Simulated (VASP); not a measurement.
Given:

```
CeO2
1.0
    0.00000     2.69092     2.69092
    2.69092     0.00000     2.69092
    2.69092     2.69092     0.00000
Ce O
1 2
Direct
  0.00000   0.00000   0.00000
  0.25000   0.25000   0.25000
  0.75000   0.75000   0.75000
```

Calculation: revTPSS meta-GGA, VASP's PBE PAW potentials (set 64) (plane waves; VASP). Settings: 520 eV cut-off, 7×7×7 Γ-centred mesh, Gaussian smearing of 0.050 eV, potentials Ce O.

Question: Give the stress tensor in GPa (positive for a compressed cell).

Answer: 
```
6.11  0.00  0.00
0.00  6.11  0.00
0.00  0.00  6.11
```
The pressure is its mean diagonal, 6.11 GPa.

The compound is CeO2 in the fluorite structure. This cell is one point of a volume scan, at 0.97 of the reference volume. The run is not spin-polarised, so no magnetic state was tried.
